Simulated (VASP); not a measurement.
A convergence study with VASP on Mg2Ge (antifluorite): a few settings are varied, all else stays as given below, so the limit is that of these other settings.

```
Mg2Ge
1.0
    0.00000     3.19500     3.19500
    3.19500     0.00000     3.19500
    3.19500     3.19500     0.00000
Mg Ge
2 1
Direct
  0.25000   0.25000   0.25000
  0.75000   0.75000   0.75000
  0.00000   0.00000   0.00000
```

Level of theory: PBE GGA, VASP's PBE PAW potentials (set 64) (plane waves; VASP 6.6.1). The last row used: 550 eV cut-off, 13×13×13 Γ-centred mesh, second-order Methfessel-Paxton smearing of 0.40 eV, potentials Mg Ge_d.

Gaps are read on the run's mesh, which can miss a band edge.

```json
[
 {"setting": "ISMEAR = -1, SIGMA = 0.01, 3×3×3 mesh", "E (eV/atom)": "-2.5999", "pressure (GPa)": "0.41", "gap on the mesh (eV)": "0.793", "irreducible k-points": "4"},
 {"setting": "ISMEAR = -1, SIGMA = 0.1, 3×3×3 mesh", "E (eV/atom)": "-2.5989", "pressure (GPa)": "0.41", "gap on the mesh (eV)": "0.796", "irreducible k-points": "4"},
 {"setting": "ISMEAR = 0, SIGMA = 0.01, 3×3×3 mesh", "E (eV/atom)": "-2.5999", "pressure (GPa)": "0.41", "gap on the mesh (eV)": "0.793", "irreducible k-points": "4"},
 {"setting": "ISMEAR = 0, SIGMA = 0.2, 3×3×3 mesh", "E (eV/atom)": "-2.5998", "pressure (GPa)": "0.41", "gap on the mesh (eV)": "0.793", "irreducible k-points": "4"},
 {"setting": "ISMEAR = 1, SIGMA = 0.05, 3×3×3 mesh", "E (eV/atom)": "-2.5998", "pressure (GPa)": "0.41", "gap on the mesh (eV)": "0.793", "irreducible k-points": "4"},
 {"setting": "ISMEAR = 1, SIGMA = 0.2, 3×3×3 mesh", "E (eV/atom)": "-2.5996", "pressure (GPa)": "0.41", "gap on the mesh (eV)": "0.793", "irreducible k-points": "4"},
 {"setting": "ISMEAR = 2, SIGMA = 0.05, 3×3×3 mesh", "E (eV/atom)": "-2.5998", "pressure (GPa)": "0.41", "gap on the mesh (eV)": "0.793", "irreducible k-points": "4"},
 {"setting": "ISMEAR = 2, SIGMA = 0.2, 3×3×3 mesh", "E (eV/atom)": "-2.5996", "pressure (GPa)": "0.41", "gap on the mesh (eV)": "0.793", "irreducible k-points": "4"},
 {"setting": "ISMEAR = -1, SIGMA = 0.01, 7×7×7 mesh", "E (eV/atom)": "-2.7834", "pressure (GPa)": "0.59", "gap on the mesh (eV)": "0.282", "irreducible k-points": "20"},
 {"setting": "ISMEAR = -1, SIGMA = 0.2, 7×7×7 mesh", "E (eV/atom)": "-2.7810", "pressure (GPa)": "0.63", "gap on the mesh (eV)": "0.297", "irreducible k-points": "20"},
 {"setting": "ISMEAR = 0, SIGMA = 0.01, 7×7×7 mesh", "E (eV/atom)": "-2.7834", "pressure (GPa)": "0.59", "gap on the mesh (eV)": "0.282", "irreducible k-points": "20"},
 {"setting": "ISMEAR = 0, SIGMA = 0.4, 7×7×7 mesh", "E (eV/atom)": "-2.7823", "pressure (GPa)": "0.59", "gap on the mesh (eV)": "0.292", "irreducible k-points": "20"},
 {"setting": "ISMEAR = 1, SIGMA = 0.05, 7×7×7 mesh", "E (eV/atom)": "-2.7834", "pressure (GPa)": "0.59", "gap on the mesh (eV)": "0.282", "irreducible k-points": "20"},
 {"setting": "ISMEAR = 1, SIGMA = 0.4, 7×7×7 mesh", "E (eV/atom)": "-2.7831", "pressure (GPa)": "0.57", "gap on the mesh (eV)": "0.284", "irreducible k-points": "20"},
 {"setting": "ISMEAR = 2, SIGMA = 0.05, 7×7×7 mesh", "E (eV/atom)": "-2.7834", "pressure (GPa)": "0.59", "gap on the mesh (eV)": "0.282", "irreducible k-points": "20"},
 {"setting": "ISMEAR = 2, SIGMA = 0.4, 7×7×7 mesh", "E (eV/atom)": "-2.7830", "pressure (GPa)": "0.58", "gap on the mesh (eV)": "0.282", "irreducible k-points": "20"},
 {"setting": "ISMEAR = -1, SIGMA = 0.05, 13×13×13 mesh", "E (eV/atom)": "-2.7871", "pressure (GPa)": "0.63", "gap on the mesh (eV)": "0.191", "irreducible k-points": "84"},
 {"setting": "ISMEAR = -1, SIGMA = 0.2, 13×13×13 mesh", "E (eV/atom)": "-2.7846", "pressure (GPa)": "0.66", "gap on the mesh (eV)": "0.201", "irreducible k-points": "84"},
 {"setting": "ISMEAR = 0, SIGMA = 0.1, 13×13×13 mesh", "E (eV/atom)": "-2.7871", "pressure (GPa)": "0.63", "gap on the mesh (eV)": "0.191", "irreducible k-points": "84"},
 {"setting": "ISMEAR = 0, SIGMA = 0.4, 13×13×13 mesh", "E (eV/atom)": "…", "pressure (GPa)": "0.63", "gap on the mesh (eV)": "…", "irreducible k-points": "84"},
 {"setting": "ISMEAR = 1, SIGMA = 0.1, 13×13×13 mesh", "E (eV/atom)": "-2.7871", "pressure (GPa)": "0.64", "gap on the mesh (eV)": "0.190", "irreducible k-points": "84"},
 {"setting": "ISMEAR = 1, SIGMA = 0.4, 13×13×13 mesh", "E (eV/atom)": "-2.7872", "pressure (GPa)": "0.62", "gap on the mesh (eV)": "0.190", "irreducible k-points": "84"},
 {"setting": "ISMEAR = 2, SIGMA = 0.1, 13×13×13 mesh", "E (eV/atom)": "-2.7871", "pressure (GPa)": "0.64", "gap on the mesh (eV)": "0.190", "irreducible k-points": "84"},
 {"setting": "ISMEAR = 2, SIGMA = 0.4, 13×13×13 mesh", "E (eV/atom)": "…", "pressure (GPa)": "0.63", "gap on the mesh (eV)": "0.190", "irreducible k-points": "84"}
]
```

Task: Fill in the missing entries.

Result: 
- ISMEAR = 2, SIGMA = 0.4, 13×13×13 mesh, E (eV/atom): -2.7870
- ISMEAR = 0, SIGMA = 0.4, 13×13×13 mesh, E (eV/atom): -2.7862
- ISMEAR = 0, SIGMA = 0.4, 13×13×13 mesh, gap on the mesh (eV): 0.197

Left out are rungs that failed or repeat a setting and relaxations that didn't move; long series are thinned to 24 rows.

The compound is Mg2Ge in the antifluorite structure. The cell was not relaxed at this level.
